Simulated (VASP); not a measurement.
Consider the following.

```
Os
1.0
   -1.52063     1.52063     1.52063
    1.52063    -1.52063     1.52063
    1.52063     1.52063    -1.52063
Os
1
Direct
  0.00000   0.00000   0.00000
```

Computed with r2SCAN meta-GGA, VASP's PBE PAW potentials (set 64) (plane waves; VASP). Settings: 400 eV cut-off, 15×15×15 Γ-centred mesh, first-order Methfessel-Paxton smearing of 0.10 eV, potentials Os.

Energy and stress use the plane-wave basis of the starting cell.

Task: The ions, cell shape and volume are relaxed. Which structure does the run end with?

Result: 
```
Os
1.0
   -1.53652     1.53652     1.53652
    1.53652    -1.53652     1.53652
    1.53652     1.53652    -1.53652
Os
1
Direct
  0.00000   0.00000   0.00000
```
Space group Im-3m (229), at a tolerance of 0.03 Å.

Task: How do energy and volume change from the first to the last step?

Result: The energy (σ→0) changes by -17.5 meV/atom and the volume by +3.2 %, in 4 ionic steps.

| step | E(σ→0) (eV) | max force (eV/Å) | pressure (GPa) | volume (Å³) |
|---|---|---|---|---|
| 1 | -52.0627 | 0.000 | 13.11 | 14.06 |
| 2 | -51.8101 | 0.000 | -37.49 | 16.54 |
| 3 | -52.0802 | 0.000 | -0.74 | 14.54 |
| 4 | -52.0802 | 0.000 | -0.02 | 14.51 |

The structure was generated: Os was put into the bcc type (Im-3m), which need not be its known phase. This run relaxes it. Symmetry was kept, so distortions that lower it aren't found.
